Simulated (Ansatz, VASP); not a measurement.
# Te (Tellurium): VASP beside Ansatz, part 2 of 2

Wanted: the spread between two codes on one cell, functional and k mesh. The cell is taken from a series of runs on this material, whose earlier steps may have relaxed, scaled, displaced or heated it; both programs get it as it stands.

VASP 6.6.1 and Ansatz 0.2.0.

So far: Starting point; Ansatz: zone-centre phonons, LDA.

## 3. VASP: zone-centre phonons, LDA

Level of this step: LDA; plane waves and PAW (Te) (VASP).

The same cell, functional (in two slightly different forms), mesh and smearing now go to VASP, with its own data sets.

Lines of VASP's logs that name or quote its potential files are left out, and so is its time.

The input, INCAR:

```
SYSTEM = Te
PREC = Accurate
ENCUT = 500
EDIFF = 1E-08
NELM = 120
ISMEAR = 1
SIGMA = 0.2
LREAL = .FALSE.
ALGO = Normal
GGA = PW92
NBANDS = 15
LORBIT = 11
LWAVE = .FALSE.
LCHARG = .FALSE.
ISIF = 2
IBRION = 8
LASPH = .TRUE.
GGA_COMPAT = .FALSE.
KPAR = 2
```

The input, POSCAR:

```
Te
1.0
    4.2773779553      0.0000000000      0.0000000000
   -2.1386889777      3.7043179709      0.0000000000
    0.0000000000      0.0000000000      5.9293064918
Te
3
Direct
    0.2862315165      0.0000000000      0.3333333333
    0.0000000000      0.2862315165      0.6666666667
    0.7137684835      0.7137684835      0.0000000000
```

The input, KPOINTS:

```
Automatic mesh
0
Gamma
12 12 8
0 0 0
```

Potentials, in the order of the species: Te (LDA family, release 64).

Run with:

```
mpirun -np 2 vasp_std
```

Numbers of over 12 decimals in the logs are rounded to 6 here.

What it wrote:

```text
[banner, memory and clock lines left out]
running    2 mpi-ranks, on    1 nodes
 distrk:  each k-point on    1 cores,    2 groups
 distr:  one band on    1 cores,    1 groups

 POSCAR found type information on POSCAR Te
 POSCAR found :  1 types and       3 ions
|                                                                             |
|               ----> ADVICE to this user running VASP <----                  |
|                                                                             |
|     You enforced a specific xc type in the INCAR file but a different       |
|     [... a line on the potential file left out ...]
|     I HOPE YOU KNOW WHAT YOU ARE DOING!                                     |
|                                                                             |

 LDA part: xc-table for (Slater(with rela. corr.)+PW92), standard interpolation
 POSCAR, INCAR and KPOINTS ok, starting setup
 FFT: planning ... GRIDC
 FFT: planning ... GRID_SOFT
 FFT: planning ... GRID
 WAVECAR not read
 entering main loop
       N       E                     dE             d eps       ncg     rms          rms(c)
DAV:   1     0.720319731967E+02    0.72032E+02   -0.65013E+03  3930   0.941E+02
DAV:   2    -0.656157448280E+01   -0.78594E+02   -0.74975E+02  5252   0.140E+02
DAV:   3    -0.113504815412E+02   -0.47889E+01   -0.47505E+01  4637   0.395E+01
DAV:   4    -0.114340213904E+02   -0.83540E-01   -0.83515E-01  5642   0.618E+00
DAV:   5    -0.114352556746E+02   -0.12343E-02   -0.12343E-02  5088   0.659E-01    0.135E+01
DAV:   6    -0.114108448701E+02    0.24411E-01   -0.12635E-02  4938   0.660E-01    0.842E+00
DAV:   7    -0.114015555471E+02    0.92893E-02   -0.26089E-02  4518   0.912E-01    0.261E-01
DAV:   8    -0.114011030446E+02    0.45250E-03   -0.42129E-03  4497   0.379E-01    0.131E-01
DAV:   9    -0.114011141634E+02   -0.11119E-04   -0.12038E-04  5485   0.762E-02    0.785E-02
DAV:  10    -0.114011107585E+02    0.34049E-05   -0.10217E-05  4982   0.197E-02    0.865E-03
DAV:  11    -0.114011100238E+02    0.73466E-06   -0.26868E-06  4924   0.975E-03    0.341E-03
DAV:  12    -0.114011100300E+02   -0.62031E-08   -0.32900E-07  5211   0.344E-03    0.166E-03
DAV:  13    -0.114011100358E+02   -0.57756E-08   -0.30925E-08  4888   0.105E-03
   1 F= -.11401110E+02 E0= -.11402205E+02  d E =0.328372E-02
 Linear response reoptimize wavefunctions to high precision
DAV:   1    -0.114011100345E+02    0.12806E-08   -0.51428E-09  4826   0.445E-04
DAV:   2    -0.114011100346E+02   -0.47407E-10   -0.25979E-10  2896   0.112E-04
 Linear response DOF=           3
 Linear response progress:
  Degree of freedom:   1/  3
       N       E                     dE             d eps       ncg     rms          rms(c)
RMM:   1    -0.470344254988E-01   -0.47034E-01    0.34442E-02 21925   0.106E+00
RMM:   2    -0.454866264864E-01    0.15478E-02   -0.24138E-03 15020   0.283E-01    0.985E-02
RMM:   3    -0.454223002247E-01    0.64326E-04   -0.88410E-05 15898   0.595E-02    0.680E-02
RMM:   4    -0.453618159039E-01    0.60484E-04   -0.20789E-05 16246   0.233E-02    0.140E-02
RMM:   5    -0.453636845044E-01   -0.18686E-05   -0.67089E-07 16411   0.528E-03    0.602E-03
RMM:   6    -0.453694564075E-01   -0.57719E-05   -0.24349E-07 16202   0.237E-03    0.122E-03
RMM:   7    -0.453689986951E-01    0.45771E-06    0.92547E-08 16674   0.623E-04    0.418E-04
RMM:   8    -0.453682441207E-01    0.75457E-06    0.18216E-07 16345   0.213E-04    0.136E-04
RMM:   9    -0.453682859622E-01   -0.41841E-07   -0.14598E-07 17149   0.570E-05    0.662E-05
RMM:  10    -0.453683059184E-01   -0.19956E-07   -0.11701E-08 17091   0.225E-05    0.228E-05
RMM:  11    -0.453682896118E-01    0.16307E-07    0.14017E-08 17086   0.136E-05    0.987E-06
RMM:  12    -0.453682950858E-01   -0.54740E-08   -0.65066E-09 15856   0.855E-06    0.265E-06
 first order change of Fermi-energy   0.44119E+00
 force on displaced ion       1 direction 1 :  -2.630   0.000   0.000
 Linear response progress:
  Degree of freedom:   2/  3
       N       E                     dE             d eps       ncg     rms          rms(c)
RMM:   1    -0.482054908342E-01   -0.48205E-01    0.28139E-02 40149   0.106E+00
RMM:   2    -0.467031842552E-01    0.15023E-02   -0.24574E-03 27344   0.280E-01    0.759E-02
RMM:   3    -0.465746740924E-01    0.12851E-03   -0.10648E-04 28760   0.622E-02    0.505E-02
RMM:   4    -0.464911119503E-01    0.83562E-04   -0.31860E-05 29219   0.272E-02    0.144E-02
RMM:   5    -0.464925357310E-01   -0.14238E-05   -0.11096E-06 29687   0.648E-03    0.757E-03
RMM:   6    -0.465000768295E-01   -0.75411E-05   -0.40184E-07 29500   0.218E-03    0.103E-03
RMM:   7    -0.464999580059E-01    0.11882E-06    0.77080E-08 30457   0.491E-04    0.533E-04
RMM:   8    -0.464994707916E-01    0.48721E-06    0.85126E-08 30388   0.189E-04    0.128E-04
RMM:   9    -0.464995270468E-01   -0.56255E-07   -0.17084E-07 31090   0.475E-05    0.192E-05
RMM:  10    -0.464995255440E-01    0.15028E-08   -0.29858E-08 30899   0.211E-05    0.127E-05
 first order change of Fermi-energy   0.58181E-04
 force on displaced ion       1 direction 2 :  -0.000  -2.381  -0.392
 Linear response progress:
  Degree of freedom:   3/  3
       N       E                     dE             d eps       ncg     rms          rms(c)
RMM:   1    -0.590463183789E-01   -0.59046E-01    0.42802E-02 42318   0.109E+00
RMM:   2    -0.560769002665E-01    0.29694E-02   -0.30886E-03 27499   0.308E-01    0.255E-01
RMM:   3    -0.558041034154E-01    0.27280E-03   -0.53789E-04 28648   0.978E-02    0.173E-01
RMM:   4    -0.557613626685E-01    0.42741E-04   -0.18954E-05 29038   0.255E-02    0.861E-02
RMM:   5    -0.557494972491E-01    0.11865E-04   -0.62457E-06 29753   0.136E-02    0.397E-03
RMM:   6    -0.557524426359E-01   -0.29454E-05   -0.27600E-07 29794   0.309E-03    0.258E-03
RMM:   7    -0.557547271203E-01   -0.22845E-05   -0.13728E-07 30116   0.112E-03    0.492E-04
RMM:   8    -0.557545762303E-01    0.15089E-06    0.15170E-07 30578   0.311E-04    0.227E-04
RMM:   9    -0.557546847288E-01   -0.10850E-06   -0.82619E-08 30765   0.914E-05    0.505E-05
RMM:  10    -0.557547642591E-01   -0.79530E-07   -0.10097E-07 31068   0.322E-05    0.112E-05
RMM:  11    -0.557547764901E-01   -0.12231E-07   -0.67414E-09 31396   0.131E-05    0.227E-06
RMM:  12    -0.557547731860E-01    0.33041E-08   -0.76884E-09 30188   0.793E-06    0.767E-07
 first order change of Fermi-energy   0.34412E-04
 force on displaced ion       1 direction 3 :  -0.002  -0.395  -4.973
 Linear response finished
```

From OUTCAR (step 3):

```text
ion  position               nearest neighbor table
   1  0.286  0.000  0.333-   3 2.90   2 2.90   3 3.31   3 3.31   2 3.31   2 3.31
   2  0.000  0.286  0.667-   3 2.90   1 2.90   3 3.31   3 3.31   1 3.31   1 3.31
   3  0.714  0.714  0.000-   1 2.90   2 2.90   2 3.31   1 3.31   1 3.31   2 3.31

  LATTYP: Found a hexagonal cell.
 ALAT       =     4.2773779553
 C/A-ratio  =     1.3862012087

 Subroutine GETGRP returns: Found  6 space group operations
 (whereof  2 operations were pure point group operations)

The static configuration has the point symmetry C_2 .
 The point group associated with its full space group is D_3 .

 Found    131 irreducible k-points:

   k-points           NKPTS =    131   k-points in BZ     NKDIM =    131   number of bands    NBANDS=     15

   dimension x,y,z NGX =    32 NGY =   32 NGZ =   48
   dimension x,y,z NGXF=    64 NGYF=   64 NGZF=   96

   ENCUT  =  500.0 eV  36.75 Ry    6.06 a.u.   7.80  7.80 10.81*2*pi/ulx,y,z

   NELECT =      18.0000    total number of electrons

 k-points in reciprocal lattice and weights: Automatic mesh
   0.00000000  0.00000000  0.00000000       0.001
   0.08333333  0.00000000  0.00000000       0.005
   0.16666667  0.00000000  0.00000000       0.005
   0.25000000  0.00000000  0.00000000       0.005
   0.33333333  0.00000000  0.00000000       0.005
   0.41666667  0.00000000  0.00000000       0.005
   0.50000000  0.00000000  0.00000000       0.003
   0.08333333  0.08333333  0.00000000       0.005
   0.16666667  0.08333333  0.00000000       0.010
[...]
0.33333333  0.25000000  0.50000000       0.010
   0.33333333  0.33333333  0.50000000       0.002

 average (electrostatic) potential at core
       1 -88.9504       2 -88.9504       3 -88.9504

  Total        0.0432038      0.0432038      0.0732383     -0.0000000      0.0000000      0.0000000
  in kB        0.7367876      0.7367876      1.2489902     -0.0000000      0.0000000      0.0000000
  external PRESSURE =       0.9075218 kB  Pullay stress =       0.0000000 kB

  energy-cutoff  :      500.00
  volume of cell :       93.95
      direct lattice vectors                 reciprocal lattice vectors
     4.277377955  0.000000000  0.000000000     0.233788085  0.134977614  0.000000000
    -2.138688978  3.704317971  0.000000000     0.000000000  0.269955227  0.000000000
     0.000000000  0.000000000  5.929306492     0.000000000  0.000000000  0.168653788

 POSITION                                       TOTAL-FORCE (eV/Angst)
 -----------------------------------------------------------------------------------
      1.22432      0.00000      1.97644         0.021201     -0.000000     -0.000000
     -0.61216      1.06029      3.95287        -0.010600      0.018360     -0.000000
      1.52653      2.64403      0.00000        -0.010600     -0.018360      0.000000
 -----------------------------------------------------------------------------------
    total drift:                               -0.000000     -0.000000      0.000000

 Eigenvectors and eigenvalues of the dynamical matrix
 ----------------------------------------------------

   1 f  =    3.820560 THz    24.005284 2PiTHz  127.440152 cm-1    15.800558 meV
             X         Y         Z           dx          dy          dz
      1.224320  0.000000  1.976435    -0.094498   -0.055982   -0.408525
     -0.612160  1.060293  3.952871    -0.001223    0.109828   -0.393010
      1.526529  2.644025  0.000000     0.095735   -0.053856    0.801535

   2 f  =    3.820560 THz    24.005284 2PiTHz  127.440152 cm-1    15.800558 meV
             X         Y         Z           dx          dy          dz
      1.224320  0.000000  1.976435    -0.055976    0.094508    0.689670
     -0.612160  1.060293  3.952871     0.109834    0.001232   -0.698628
      1.526529  2.644025  0.000000    -0.053850   -0.095726    0.008958

   3 f  =    2.960808 THz    18.603303 2PiTHz   98.761913 cm-1    12.244911 meV
             X         Y         Z           dx          dy          dz
      1.224320  0.000000  1.976435    -0.577350    0.000000   -0.000000
     -0.612160  1.060293  3.952871     0.288675   -0.500000    0.000000
      1.526529  2.644025  0.000000     0.288675    0.500000    0.000000

   4 f  =    2.709057 THz    17.021506 2PiTHz   90.364410 cm-1    11.203754 meV
             X         Y         Z           dx          dy          dz
      1.224320  0.000000  1.976435    -0.000000    0.577350   -0.000088
     -0.612160  1.060293  3.952871    -0.500000   -0.288675   -0.000088
      1.526529  2.644025  0.000000     0.500000   -0.288675   -0.000088

   5 f  =    2.456760 THz    15.436279 2PiTHz   81.948698 cm-1    10.160339 meV
             X         Y         Z           dx          dy          dz
      1.224320  0.000000  1.976435    -0.329877    0.460880   -0.126329
     -0.612160  1.060293  3.952871     0.564055    0.055058    0.141442
      1.526529  2.644025  0.000000    -0.234364   -0.516199   -0.015113

   6 f  =    2.456760 THz    15.436279 2PiTHz   81.948698 cm-1    10.160339 meV
             X         Y         Z           dx          dy          dz
      1.224320  0.000000  1.976435     0.461054    0.329753   -0.090387
     -0.612160  1.060293  3.952871     0.055232   -0.564179   -0.064211
      1.526529  2.644025  0.000000    -0.516025    0.234240    0.154598

   7 f/i=    0.000411 THz     0.002585 2PiTHz    0.013725 cm-1     0.001702 meV
             X         Y         Z           dx          dy          dz
      1.224320  0.000000  1.976435     0.000000   -0.000088   -0.577350
     -0.612160  1.060293  3.952871     0.000076    0.000044   -0.577350
      1.526529  2.644025  0.000000    -0.000076    0.000044   -0.577350

   8 f/i=    0.000456 THz     0.002867 2PiTHz    0.015222 cm-1     0.001887 meV
             X         Y         Z           dx          dy          dz
      1.224320  0.000000  1.976435    -0.432594   -0.382336    0.000024
     -0.612160  1.060293  3.952871    -0.432770   -0.382301   -0.000036
      1.526529  2.644025  0.000000    -0.432651   -0.382166    0.000012

   9 f/i=    0.000456 THz     0.002867 2PiTHz    0.015222 cm-1     0.001887 meV
             X         Y         Z           dx          dy          dz
      1.224320  0.000000  1.976435     0.382199   -0.432750    0.000028
     -0.612160  1.060293  3.952871     0.382234   -0.432573    0.000007
      1.526529  2.644025  0.000000     0.382369   -0.432692   -0.000035

 ELASTIC MODULI CONTR FROM IONIC RELAXATION (kBar)
 Direction    XX          YY          ZZ          XY          YZ          ZX
 --------------------------------------------------------------------------------
 XX        -192.1060    -60.9112   -157.5857      0.0000   -100.6541      0.0000
 YY         -60.9112   -192.1060   -157.5857      0.0000    100.6541     -0.0000
 ZZ        -157.5857   -157.5857   -196.2969      0.0000     -0.0000     -0.0000
 XY           0.0000      0.0000      0.0000    -65.8524     -0.0000    -98.6505
 YZ        -100.6541    100.6541     -0.0000     -0.0000   -167.5145      0.0000
 ZX           0.0000     -0.0000     -0.0000    -98.6505      0.0000   -161.5923
 --------------------------------------------------------------------------------
```

Energies printed during the response cycles are not total energies of the cell.

## 4. Comparison

Known differences besides the potentials themselves: the data sets hold 48 valence electrons in Ansatz (on its PAW soft_1 files) and 18 in VASP; the cutoff is 420 eV in Ansatz and 500 eV in VASP; VASP's log shows a relativistic correction to its local exchange, Ansatz's none. Total energies have different zeros and are not compared.

Compared:

| quantity | Ansatz | VASP | difference |
| --- | --- | --- | --- |
| optical mode 1 to 2 (cm⁻¹) | 81.4 | 81.9 | -0.65 % |
| optical mode 3 (cm⁻¹) | 89.7 | 90.4 | -0.70 % |
| optical mode 4 (cm⁻¹) | 96.8 | 98.8 | -1.98 % |
| optical mode 5 to 6 (cm⁻¹) | 126.7 | 127.4 | -0.59 % |

Modes are paired by rising frequency, not by their patterns, so a pair may set unlike modes beside each other; they are those without the splitting of longitudinal modes.

## 5. Summary of results

```json
{"r.m.s. difference of the optical zone-centre modes, each program's sorted by frequency (zone-centre phonons, LDA)": "0.99 cm⁻¹", "difference in optical mode 4 (zone-centre phonons, LDA)": "-2.0 %"}
```

In words: The r.m.s. difference of the optical zone-centre modes, each program's sorted by frequency is 0.99 cm⁻¹ (zone-centre phonons, LDA). The data sets hold unlike numbers of valence electrons (48 in Ansatz and 18 in VASP), so part of the differences may come from the potentials. Among the rows given in per cent, the largest difference of the zone-centre phonons, LDA pair is in optical mode 4, -2.0 %. Such differences can come from data sets, numerical settings and the points named under the comparisons, not from the functional's error against experiment.

[Lines on the potential files, build, host, timing and source positions are cut from VASP's logs without a mark.]

[Logs are printed without paths, hosts, clocks, repeated set-up lines and the standing remarks that a program may print on its own settings, such as how far it seeks lower states.]

[Hosts, paths, dates, database ids (printed as entryN), source tags and the programs' standing remarks are cut or masked in the printed files.]
